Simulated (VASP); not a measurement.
Input of a VASP 6.6.1 run:

File INCAR:

```
SYSTEM = SiF
ALGO     = Normal         ! electronic algorithm
EDIFF    = 1E-6           ! SCF threshold, eV
EDIFFG   = -0.02          ! ionic threshold
ENCUT    = 600            ! plane-wave cutoff, eV
GGA      = PE             ! functional
IBRION   = 2              ! ionic algorithm
ISIF     = 3              ! what is computed and relaxed
ISMEAR   = -1             ! smearing method
IVDW     = 12             ! dispersion correction
LASPH    = .TRUE.         ! aspherical terms in the spheres
LCHARG   = .FALSE.        ! write CHGCAR
LREAL    = .FALSE.        ! projectors in reciprocal space
LWAVE    = .FALSE.        ! write WAVECAR
NELM     = 60             ! most SCF steps
NSW      = 60             ! ionic steps
PREC     = Accurate       ! precision mode
SIGMA    = 0.05           ! smearing width, eV
```

The input KPOINTS:

```
k-points
0
G
  9 9 9
  0 0 0
```

File POSCAR:

```
SiF
1.0
    3.0286000000      0.0000000000      0.0000000000
    0.0000000000      3.0286000000      0.0000000000
    0.0000000000      0.0000000000      3.0286000000
Si F
1 1
Direct
    0.5000000000      0.5000000000      0.5000000000
    0.0000000000      0.0000000000      0.0000000000
```

Potentials or basis: VASP PAW PBE potentials, release 64 (Si, F).

The run is started by

```bash
$ cat potpaw_PBE.64/Si/POTCAR potpaw_PBE.64/F/POTCAR > POTCAR
$ mpirun -np 1 vasp_std > vasp.out
```

Problem. Estimate the band gap on the k mesh.

Solution. None (metal or under the smearing width).

Problem. What does it give for the dispersion energy per atom?

Solution. -0.255 eV.

Problem. Predict the space group after relaxing (to 0.05 Å).

Solution. Pm-3m (No. 221).

Final structure:
```xyz
2
Lattice="3.0066 0.0000 0.0000 0.0000 3.0066 0.0000 0.0000 0.0000 3.0066" Properties=species:S:1:pos:R:3 pbc="T T T"
Si    1.5033    1.5033    1.5033
F     0.0000    0.0000    0.0000
```

Caveat: an odd number of electrons without spin polarisation forces a metal; a magnetic or distorted state may lie lower.
